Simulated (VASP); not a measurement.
Input:

```xyz
5
Lattice="1.9627 -3.3995 0.0000 1.9627 3.3995 0.0000 0.0000 0.0000 6.0856" Properties=species:S:1:pos:R:3 pbc="T T T"
La     1.9627     1.1332     1.4921
La     1.9627    -1.1332     4.5935
O      0.0000     0.0000     6.0856
O      1.9627     1.1332     3.9320
O      1.9627    -1.1332     2.1536
```

These are optB86b-vdW, VASP's PBE PAW potentials (set 64) (plane waves; VASP) values and carry that method's errors. Numerical set-up: 520 eV cut-off, 7×7×4 Γ-centred mesh, tetrahedra with Blöchl corrections, potentials La O.

Predict the energy per atom (σ→0).

```yaml
energy per atom (σ→0): -6.661 eV/atom
```

Only differences to runs with the same potentials and settings are physical.

The compound is La2O3 in the a-type structure. It was relaxed first.
